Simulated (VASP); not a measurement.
```
Zn
1.0
    1.31941    -2.28528     0.00000
    1.31941     2.28528     0.00000
    0.00000     0.00000     4.63744
Zn
2
Direct
  0.33333   0.66667   0.25000
  0.66667   0.33333   0.75000
```

All values below come from PBEsol GGA, VASP's PBE PAW potentials (set 64) (plane waves; VASP). Settings: 480 eV cut-off, 14×14×8 Γ-centred mesh, first-order Methfessel-Paxton smearing of 0.10 eV, potentials Zn.

Each relaxation starts from this cell; other phases were not tried.

The cell is relaxed at 15 GPa. What happens?

The volume per atom goes from 13.98 to 12.47 Å³ (-10.8 %), and the cell becomes a = b = 2.5607 Å, c = 4.3910 Å, α = β = 90.00°, γ = 120.00°, space group P6_3/mmc.

The cell is relaxed at 30 GPa. What happens?

The volume per atom goes from 13.98 to 11.52 Å³ (-17.6 %), and the cell becomes a = b = 2.506 Å, c = 4.236 Å, α = β = 90.00°, γ = 120.00°, space group P6_3/mmc.

Failed runs are left out, and for metals the shear rows, which the mesh's noise covers.

The compound is Zn in the hcp structure.
